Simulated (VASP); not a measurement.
# Fe₂Si (space group P-3m1): computed properties

Computed with r2SCAN meta-GGA, VASP's PBE PAW potentials (set 64) (plane waves; VASP).

| Quantity | Value |
|---|---|
| space group | P-3m1 (164) |
| cell | a = b = 3.903 Å, c = 4.820 Å, α = β = 90.00°, γ = 120.00° |
| volume per atom | 10.60 Å³/atom |
| band gap (over mesh and band path) | none (metal, semimetal or under 0.01 eV) |
| cell moment | 4.00 μB |
| density | 7.30 g/cm³ |

```xyz
6
Lattice="3.9031 0.0000 0.0000 -1.9515 3.3801 0.0000 0.0000 0.0000 4.8200" Properties=species:S:1:pos:R:3 pbc="T T T"
Fe     0.0000     2.2534     3.2736
Fe     1.9515     1.1267     1.5464
Fe    -1.9515     3.3801     2.4100
Fe    -1.9515     3.3801     0.0000
Si     1.9515     1.1267     3.9454
Si     0.0000     2.2534     0.8747
```

The run has a spin-polarised start.

The structure comes from a computed database's Fe2Si entry (P-3m1); how it stands against other phases isn't given here. It was relaxed first. Symmetry was kept, so distortions that lower it aren't found.
